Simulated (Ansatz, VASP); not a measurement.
# Ni8H (Ni(100)-(2x1)-H, hollow site): VASP beside Ansatz, part 2 of 2

One calculation is typed for both programs; each brings its own data sets. How far apart do they land? Of the first pair: The structure shown is the start of the Ansatz relaxation below; VASP solves that cell, so the two are compared at the walk's first step.

VASP 6.6.1 and Ansatz 0.2.0.

So far: Starting point; Ansatz: relaxation, PBE with D3(BJ).

## (3) VASP: single point, PBE with D3(BJ), start cell, pair 1

Level of this step: PBE with D3(BJ), spin-polarised from a ferromagnetic start; plane waves and PAW (Ni, H) (VASP).

The same cell, functional, mesh and smearing now go to VASP, with its own data sets.

Lines of VASP's logs that name or quote its potential files are left out, and so is its time.

Input file INCAR:

```
SYSTEM = Ni8H
PREC = Accurate
ENCUT = 520
EDIFF = 1E-06
NELM = 200
ISMEAR = -1
SIGMA = 0.1
LREAL = .FALSE.
ALGO = Normal
GGA = PE
IVDW = 12
NBANDS = 57
ISPIN = 2
MAGMOM = 0.76 0.75 0.69 0.69 0.71 0.64 0.47 0.47 -0.01
LASPH = .TRUE.
LMAXMIX = 4
LORBIT = 11
LWAVE = .FALSE.
LCHARG = .FALSE.
ISIF = 2
LDIPOL = .TRUE.
IDIPOL = 3
DIPOL = 0.5 0.5 0.505
LVHAR = .TRUE.
GGA_COMPAT = .FALSE.
NELMDL = -8
KPAR = 2
```

Input file POSCAR:

```
Ni8H
1.0
    4.9780317396      0.0000000000      0.0000000000
    0.0000000000      2.4890158698      0.0000000000
    0.0000000000      0.0000000000     22.7800000000
Ni H
8 1
Direct
    0.2500000131      0.5000000262      0.3731343284
    0.7500000131      0.5000000262      0.3731343284
    0.0000000000      0.0000000262      0.4503950834
    0.5000000262      0.0000000262      0.4503950834
    0.2500000131      0.5000000262      0.5276558385
    0.7500000131      0.5000000262      0.5276558385
    0.0000000000      0.0000000262      0.6049165935
    0.5000000262      0.0000000262      0.6049165935
    0.2500000131      0.5000000262      0.6268656716
```

Input file KPOINTS:

```
Automatic mesh
0
Gamma
6 11 1
0 0 0
```

PAW data sets: Ni and H (PBE family, release 64).

Run with:

```console
$ mpirun -np 2 vasp_std
```

Numbers of over 12 decimals in the logs are rounded to 6 here.

The log of the run:

```text
[banner, memory and clock lines left out]
running    2 mpi-ranks, on    1 nodes
 distrk:  each k-point on    1 cores,    2 groups
 distr:  one band on    1 cores,    1 groups

 POSCAR found type information on POSCAR NiH
 POSCAR found :  2 types and       9 ions
 LDA part: xc-table for (Slater+PW92), standard interpolation
 POSCAR, INCAR and KPOINTS ok, starting setup
 FFT: planning ... GRIDC
 FFT: planning ... GRID_SOFT
 FFT: planning ... GRID
 WAVECAR not read
 entering main loop
       N       E                     dE             d eps       ncg     rms          rms(c)
DAV:   1     0.579302333595E+03    0.57930E+03   -0.34904E+04  5472   0.146E+03
DAV:   2    -0.612929333662E+01   -0.58543E+03   -0.55421E+03  5488   0.327E+02
DAV:   3    -0.510442998815E+02   -0.44915E+02   -0.42091E+02  6048   0.128E+02
DAV:   4    -0.520311628591E+02   -0.98686E+00   -0.98351E+00  6052   0.205E+01
DAV:   5    -0.520508936238E+02   -0.19731E-01   -0.19729E-01  7986   0.189E+00
DAV:   6    -0.520512535474E+02   -0.35992E-03   -0.35991E-03  7676   0.242E-01
DAV:   7    -0.520512698393E+02   -0.16292E-04   -0.16292E-04  8108   0.383E-02
DAV:   8    -0.520512704139E+02   -0.57460E-06   -0.57462E-06  4869   0.621E-03    0.263E+01
DAV:   9    -0.568897303853E+02   -0.48385E+01   -0.86421E+01  6132   0.133E+02    0.371E+01
DAV:  10    -0.699277438078E+02   -0.13038E+02   -0.66137E+01  6540   0.169E+02    0.466E+01
DAV:  11    -0.540559484126E+02    0.15872E+02   -0.48967E+01  8413   0.878E+01    0.372E+01
DAV:  12    -0.455477785282E+02    0.85082E+01   -0.14033E+01  7449   0.537E+01    0.142E+01
DAV:  13    -0.487655020866E+02   -0.32177E+01   -0.16384E+01  6112   0.850E+01    0.323E+01
DAV:  14    -0.457796701805E+02    0.29858E+01   -0.22955E+01  6691   0.562E+01    0.233E+01
[...]
DAV:  47    -0.444517580707E+02   -0.95605E-05   -0.24990E-07  3792   0.759E-03    0.574E-03
DAV:  48    -0.444517670660E+02   -0.89953E-05   -0.75505E-08  3644   0.216E-03    0.419E-03
DAV:  49    -0.444517742521E+02   -0.71860E-05   -0.50667E-08  3787   0.151E-03    0.292E-03
DAV:  50    -0.444517764240E+02   -0.21719E-05   -0.26122E-08  3626   0.153E-03    0.181E-03
DAV:  51    -0.444517775709E+02   -0.11469E-05   -0.13401E-08  3539   0.926E-04    0.130E-03
DAV:  52    -0.444517793119E+02   -0.17410E-05   -0.14646E-08  3576   0.894E-04    0.746E-04
DAV:  53    -0.444517809128E+02   -0.16009E-05   -0.11938E-08  3647   0.954E-04    0.411E-04
DAV:  54    -0.444517814827E+02   -0.56990E-06   -0.70735E-09  3500   0.126E-03
   1 F= -.47157013E+02 E0= -.46920200E+02  d E =-.473627E+00  mag=     4.8282
```

OUTCAR, selected parts (step 3):

```text
ion  position               nearest neighbor table
   1  0.250  0.500  0.373-   2 2.49   2 2.49   4 2.49   3 2.49   4 2.49   3 2.49
   2  0.750  0.500  0.373-   3 2.49   4 2.49   3 2.49   4 2.49   1 2.49   1 2.49
   3  0.000  0.000  0.450-   4 2.49   2 2.49   2 2.49   6 2.49   6 2.49   1 2.49   1 2.49   5 2.49
                             5 2.49   4 2.49
   4  0.500  0.000  0.450-   3 2.49   2 2.49   2 2.49   6 2.49   6 2.49   1 2.49   1 2.49   5 2.49
                             5 2.49   3 2.49
   5  0.250  0.500  0.528-   6 2.49   6 2.49   8 2.49   7 2.49   8 2.49   7 2.49   4 2.49   4 2.49
                             3 2.49   3 2.49
   6  0.750  0.500  0.528-   7 2.49   8 2.49   7 2.49   8 2.49   3 2.49   4 2.49   3 2.49   4 2.49
                             5 2.49   5 2.49
   7  0.000  0.000  0.605-   9 1.83   9 1.83   8 2.49   6 2.49   6 2.49   5 2.49   5 2.49   8 2.49

  LATTYP: Found a simple orthorhombic cell.
 ALAT       =     2.4890158698
 B/A-ratio  =     2.0000000000
 C/A-ratio  =     9.1522116337

 Subroutine GETGRP returns: Found  4 space group operations
 (whereof  2 operations were pure point group operations)

The static configuration has the point symmetry C_1h.
 The point group associated with its full space group is C_2v.

 Found     24 irreducible k-points:

   k-points           NKPTS =     24   k-points in BZ     NKDIM =     24   number of bands    NBANDS=     57

   dimension x,y,z NGX =    40 NGY =   20 NGZ =  180
   dimension x,y,z NGXF=    80 NGYF=   40 NGZF=  360

   ENCUT  =  520.0 eV  38.22 Ry    6.18 a.u.   9.26  4.63 42.36*2*pi/ulx,y,z

   NELECT =      81.0000    total number of electrons

 k-points in reciprocal lattice and weights: Automatic mesh
   0.00000000  0.00000000  0.00000000       0.015
   0.16666667  0.00000000  0.00000000       0.030
   0.33333333  0.00000000  0.00000000       0.030
   0.50000000  0.00000000  0.00000000       0.015
   0.00000000  0.09090909  0.00000000       0.030
   0.16666667  0.09090909  0.00000000       0.061
   0.33333333  0.09090909  0.00000000       0.061
   0.50000000  0.09090909  0.00000000       0.030
   0.00000000  0.18181818  0.00000000       0.030
[...]
0.33333333  0.45454545  0.00000000       0.061
   0.50000000  0.45454545  0.00000000       0.030

 dipolmoment           0.000000      0.000000      0.004573 electrons x Angstroem

 average (electrostatic) potential at core
       1 -91.4263       2 -91.4223       3 -91.7670       4 -91.7670       5 -91.7551
       6 -91.7459       7 -91.4371       8 -91.4371       9 -37.4255

 E-fermi :  -0.3822

 spin component 1
 k-point     1 :       0.0000    0.0000    0.0000
  band No.  band energies     occupation
    ...
     40      -0.9463      0.99646
     41      -0.8844      0.99345
     42      -0.8824      0.99332
     43      -0.8810      0.99323
     44      -0.8716      0.99257
     45      -0.1452      0.08554
     46       0.2492      0.00181
     47       0.4883      0.00017
     48       0.6514      0.00003
     49       1.2143      0.00000
    ...

 k-point     2 :       0.1667    0.0000    0.0000
  band No.  band energies     occupation
    ...
     41      -0.9704      0.99722
     42      -0.9324      0.99594
     43      -0.9139      0.99512
     44      -0.8512      0.99090
     45      -0.5188      0.79671
     46      -0.2031      0.14300
     47       0.3716      0.00053
     48       1.6100      0.00000
     49       2.0330      0.00000
     50       4.0424      0.00000
    ...

 k-point     3 :       0.3333    0.0000    0.0000
  band No.  band energies     occupation
    ...
     41      -1.1124      0.99933
     42      -1.0327      0.99851
     43      -0.9511      0.99663
     44      -0.9006      0.99443
     45      -0.8551      0.99124
     46      -0.2179      0.16212
     47       0.6422      0.00004
     48       2.3238      0.00000
     49       2.6196      0.00000
     50       4.7162      0.00000
    ...

 k-point     4 :       0.5000    0.0000    0.0000
  band No.  band energies     occupation
    ...
     42      -0.9421      0.99631
     43      -0.9054      0.99469
     44      -0.8806      0.99320
     45      -0.8421      0.99004
     46      -0.5505      0.84337
     47       1.2967      0.00000
     48       1.6919      0.00000
     49       3.6491      0.00000
     50       3.7980      0.00000
     51       5.5259      0.00000
    ...

 k-point     5 :       0.0000    0.0909    0.0000
  band No.  band energies     occupation
    ...
     40      -1.0668      0.99894
     41      -1.0350      0.99854
     42      -0.9336      0.99599
     43      -0.8513      0.99091
     44      -0.4327      0.62382
     45       0.3157      0.00093
     46       0.6933      0.00002
     47       0.6934      0.00002
     48       0.8581      0.00000
     49       1.7106      0.00000
    ...

 k-point     6 :       0.1667    0.0909    0.0000
  band No.  band energies     occupation
    ...
     41      -1.0589      0.99885
     42      -0.9455      0.99644
     43      -0.8965      0.99419
     44      -0.6192      0.91456
     45      -0.4193      0.59167
     46       0.1959      0.00308
     47       0.8149      0.00001
     48       2.0171      0.00000
     49       2.2918      0.00000
     50       4.2149      0.00000
    ...

 Edisp (eV)   -2.70523

  Total      -6.04186    -5.86518    -2.44081     0.00000     0.00000     0.00000
  in kB     -34.29588   -33.29300   -13.85494     0.00000     0.00000     0.00000
  external pressure =      -27.15 kB  Pullay stress =        0.00 kB

  energy-cutoff  :      520.00
  volume of cell :      282.25
      direct lattice vectors                 reciprocal lattice vectors
     4.978031740  0.000000000  0.000000000     0.200882608  0.000000000  0.000000000
     0.000000000  2.489015870  0.000000000     0.000000000  0.401765217  0.000000000
     0.000000000  0.000000000 22.780000000     0.000000000  0.000000000  0.043898156

 POSITION                                       TOTAL-FORCE (eV/Angst)
 -----------------------------------------------------------------------------------
      1.24451      1.24451      8.50000         0.000000      0.000000      0.376857
      3.73352      1.24451      8.50000         0.000000      0.000000      0.398852
      0.00000      0.00000     10.26000         0.011997      0.000000     -0.238263
      2.48902      0.00000     10.26000        -0.011997      0.000000     -0.238263
      1.24451      1.24451     12.02000         0.000000      0.000000     -0.206191
      3.73352      1.24451     12.02000         0.000000      0.000000      0.198998
      0.00000      0.00000     13.78000         0.009002      0.000000     -0.148217
      2.48902      0.00000     13.78000        -0.009002      0.000000     -0.148217
      1.24451      1.24451     14.28000         0.000000      0.000000      0.004444
 -----------------------------------------------------------------------------------
    total drift:                               -0.000000      0.000000     -0.000892

  FREE ENERGIE OF THE ION-ELECTRON SYSTEM (eV)
  ---------------------------------------------------
  free  energy   TOTEN  =       -47.1570131837 eV

  energy  without entropy=      -46.6833858276  energy(sigma->0) =      -46.92019951

 vacuum level on the upper side and lower side of the slab         4.563         4.496

 total charge
# of ion       s       p       d       tot
------------------------------------------
    1        0.470   0.334   8.318   9.122
    2        0.468   0.335   8.318   9.122
    3        0.493   0.494   8.310   9.297
    4        0.493   0.494   8.310   9.297
    5        0.488   0.489   8.325   9.302
    6        0.495   0.497   8.309   9.301
    7        0.454   0.411   8.368   9.233
    8        0.454   0.411   8.368   9.233
    9        0.492   0.024   0.000   0.516
--------------------------------------------------
tot          4.308   3.488  66.627  74.423

 magnetization (x)
# of ion       s       p       d       tot
------------------------------------------
    1       -0.002  -0.018   0.750   0.730
    2       -0.003  -0.017   0.740   0.721
    3       -0.007  -0.024   0.681   0.651
    4       -0.007  -0.024   0.681   0.651
    5       -0.007  -0.022   0.689   0.660
    6       -0.005  -0.020   0.630   0.605
    7       -0.003  -0.011   0.475   0.461
    8       -0.003  -0.011   0.475   0.461
    9       -0.003  -0.001   0.000  -0.004
--------------------------------------------------
tot         -0.040  -0.147   5.122   4.935

[... 6 further parts left out ...]
```

Dispersion corrections of this kind ignore metallic screening and tend to overbind metals.

## (4) Side by side

Known differences besides the potentials themselves: VASP starts from the moments at which Ansatz ended; the data sets hold 145 valence electrons in Ansatz (on its default PAW (the set named soft_2) files) and 81 in VASP; the cutoff is 420 eV in Ansatz and 520 eV in VASP. Total energies have different zeros and are not compared.

Forces (eV/Å; atoms numbered as in POSCAR):

| atom | Ansatz x, y, z | VASP x, y, z |
| --- | --- | --- |
| Ni1 | 0.000, 0.000, 0.384 | 0.000, 0.000, 0.377 |
| Ni2 | 0.000, 0.000, 0.406 | 0.000, 0.000, 0.399 |
| Ni3 | 0.011, 0.000, -0.246 | 0.012, 0.000, -0.238 |
| Ni4 | -0.011, 0.000, -0.246 | -0.012, 0.000, -0.238 |
| Ni5 | 0.000, 0.000, -0.209 | 0.000, 0.000, -0.206 |
| Ni6 | 0.000, 0.000, 0.208 | 0.000, 0.000, 0.199 |
| Ni7 | 0.010, 0.000, -0.156 | 0.009, 0.000, -0.148 |
| Ni8 | -0.010, 0.000, -0.156 | -0.009, 0.000, -0.148 |
| H9 | 0.000, 0.000, 0.015 | 0.000, 0.000, 0.004 |

The forces differ by 4.5 meV/Å r.m.s., which is 3.2 % of the r.m.s. force of 0.142 eV/Å (both taken over all components). Moments aren't recorded for both runs of this pair, so they may hold unlike magnetic states. Where the cell holds vacuum, a pressure given here is an average over it and none of the material.

## (5) Ansatz: relaxation, PBE with D3(BJ)

This run makes the geometry at which the two programs are then compared.

The structure compared here is the end of the Ansatz relaxation.

This is the run of step 2 again, met here at its other cell.

## (6) VASP: single point, PBE with D3(BJ), relaxed atoms in a fixed cell, pair 2

The same cell, functional, mesh and smearing now go to VASP, with its own data sets.

INCAR, as its differences from that of step 3:

```diff
@@ -22,3 +22,3 @@
 IDIPOL = 3
-DIPOL = 0.5 0.5 0.505
+DIPOL = 0.5 0.5 0.504
 LVHAR = .TRUE.
```

Input file POSCAR:

```
Ni8H
1.0
    4.9780317396      0.0000000000      0.0000000000
    0.0000000000      2.4890158698      0.0000000000
    0.0000000000      0.0000000000     22.7800000000
Ni H
8 1
Direct
    0.2500000000      0.5000000000      0.3731343284
    0.7500000000      0.5000000000      0.3731343284
    0.0000000000      0.0000000000      0.4503950834
    0.5000000000      0.0000000000      0.4503950834
    0.2500000000      0.5000000000      0.5254546558
    0.7500000000      0.5000000000      0.5277271799
    0.0021765854      0.0000000000      0.6026394518
    0.4978234146      0.0000000000      0.6026394518
    0.2500000000      0.5000000000      0.6260209832
```

KPOINTS is that of step 3.

Run with:

```console
$ mpirun -np 2 vasp_std
```

The log of the run:

```text
[... set-up lines as in an earlier step ...]
 entering main loop
       N       E                     dE             d eps       ncg     rms          rms(c)
DAV:   1     0.580694202418E+03    0.58069E+03   -0.34926E+04  5472   0.146E+03
DAV:   2    -0.587378980901E+01   -0.58657E+03   -0.55536E+03  5480   0.327E+02
DAV:   3    -0.510619242432E+02   -0.45188E+02   -0.42375E+02  6047   0.129E+02
DAV:   4    -0.520517930227E+02   -0.98987E+00   -0.98665E+00  6076   0.206E+01
[...]
DAV:  46    -0.444521503053E+02   -0.13692E-05   -0.21084E-08  3677   0.927E-04    0.800E-04
DAV:  47    -0.444521518465E+02   -0.15412E-05   -0.28783E-08  3657   0.120E-03    0.222E-04
DAV:  48    -0.444521526992E+02   -0.85267E-06   -0.13189E-08  3589   0.612E-04
   1 F= -.47170306E+02 E0= -.46935202E+02  d E =-.470207E+00  mag=     4.8202
```

OUTCAR, selected parts (step 6):

```text
 Edisp (eV)   -2.71815

  Total      -5.41684    -5.31854    -1.37663     0.00000     0.00000     0.00000
  in kB     -30.74807   -30.19005    -7.81426     0.00000     0.00000     0.00000
  external pressure =      -22.92 kB  Pullay stress =        0.00 kB

 POSITION                                       TOTAL-FORCE (eV/Angst)
 -----------------------------------------------------------------------------------
      1.24451      1.24451      8.50000         0.000000      0.000000      0.366860
      3.73352      1.24451      8.50000         0.000000      0.000000      0.387215
      0.00000      0.00000     10.26000        -0.082087      0.000000     -0.374952
      2.48902      0.00000     10.26000         0.082087      0.000000     -0.374952
      1.24451      1.24451     11.96986         0.000000      0.000000     -0.000466
      3.73352      1.24451     12.02163         0.000000      0.000000     -0.004225
      0.01084      0.00000     13.72813         0.007304      0.000000      0.008203
      2.47818      0.00000     13.72813        -0.007304      0.000000      0.008203
      1.24451      1.24451     14.26076         0.000000      0.000000     -0.015888
 -----------------------------------------------------------------------------------
    total drift:                               -0.000000      0.000000     -0.002158

  FREE ENERGIE OF THE ION-ELECTRON SYSTEM (eV)
  ---------------------------------------------------
  free  energy   TOTEN  =       -47.1703055641 eV

  energy  without entropy=      -46.7000984502  energy(sigma->0) =      -46.93520201

 magnetization (x)
# of ion       s       p       d       tot
------------------------------------------
    1       -0.002  -0.018   0.747   0.727
    2       -0.003  -0.017   0.737   0.718
    3       -0.007  -0.024   0.678   0.647
    4       -0.007  -0.024   0.678   0.647
    5       -0.007  -0.022   0.689   0.660
    6       -0.005  -0.020   0.624   0.599
    7       -0.003  -0.011   0.478   0.463
    8       -0.003  -0.011   0.478   0.463
    9       -0.003  -0.001   0.000  -0.004
--------------------------------------------------
tot         -0.040  -0.147   5.108   4.921

[... 2 parts as in an earlier step ...]

[... 1 further part left out ...]
[key lines of the parts left out:]
E-fermi :  -0.3848
```

## (7) Side by side

What differs besides the data sets and the points named for the pairs above, as far as they apply: the data sets hold 145 valence electrons in Ansatz (on its default PAW (the set named soft_2) files) and 81 in VASP; site moments are counted in spheres of each program's own size. Total energies have different zeros and are not compared.

The two programs side by side:

| quantity | Ansatz | VASP | difference |
| --- | --- | --- | --- |
| total moment (μB) | 4.93 | 4.82 | +0.11 |
| moment on Ni1 (μB) | 0.76 | 0.73 | +0.03 |
| moment on Ni2 (μB) | 0.75 | 0.72 | +0.03 |
| moment on Ni5 (μB) | 0.71 | 0.66 | +0.05 |
| moment on Ni3 (μB) | 0.69 | 0.65 | +0.04 |
| moment on Ni4 (μB) | 0.69 | 0.65 | +0.04 |
| moment on Ni6 (μB) | 0.64 | 0.60 | +0.04 |
| moment on Ni7 (μB) | 0.47 | 0.46 | +0.01 |
| moment on Ni8 (μB) | 0.47 | 0.46 | +0.01 |
| work function, lower of the two faces (eV) | 4.90 | 4.88 | +0.02 |
| work function, higher of the two faces (eV) | 4.96 | 4.95 | +0.01 |

Forces (eV/Å; atoms numbered as in POSCAR):

| atom | Ansatz x, y, z | VASP x, y, z |
| --- | --- | --- |
| Ni1 | 0.000, 0.000, 0.373 | 0.000, 0.000, 0.367 |
| Ni2 | 0.000, 0.000, 0.394 | 0.000, 0.000, 0.387 |
| Ni3 | -0.084, 0.000, -0.385 | -0.082, 0.000, -0.375 |
| Ni4 | 0.084, 0.000, -0.385 | 0.082, 0.000, -0.375 |
| Ni5 | 0.000, 0.000, 0.000 | 0.000, 0.000, 0.000 |
| Ni6 | 0.000, 0.000, 0.003 | 0.000, 0.000, -0.004 |
| Ni7 | 0.008, 0.000, 0.003 | 0.007, 0.000, 0.008 |
| Ni8 | -0.008, 0.000, 0.003 | -0.007, 0.000, 0.008 |
| H9 | 0.000, 0.000, -0.005 | 0.000, 0.000, -0.016 |

The forces differ by 4.4 meV/Å r.m.s., which is 3.0 % of the r.m.s. force of 0.147 eV/Å (both taken over all components). Where the cell holds vacuum, a pressure given here is an average over it and none of the material.

## (8) Results

```
r.m.s. force difference (single point, PBE with D3(BJ), start cell, pair 1)                    : 4.5 meV/Å
r.m.s. force difference (single point, PBE with D3(BJ), relaxed atoms in a fixed cell, pair 2) : 4.4 meV/Å
```

The r.m.s. force difference is 4.5 meV/Å (single point, PBE with D3(BJ), start cell, pair 1), within the 12 meV/Å picked in this series as the mark of a large difference. The data sets hold unlike numbers of valence electrons (145 in Ansatz and 81 in VASP), so part of the differences may come from the potentials. Such differences can come from data sets, numerical settings and the points named under the comparisons, not from the functional's error against experiment.

[Lines on the potential files, build, host, timing and source positions are cut from VASP's logs without a mark.]

[Logs are printed without paths, hosts, clocks, repeated set-up lines and the standing remarks that a program may print on its own settings, such as how far it seeks lower states.]

[Hosts, paths, dates, database ids (printed as entryN), source tags and the programs' standing remarks are cut or masked in the printed files.]
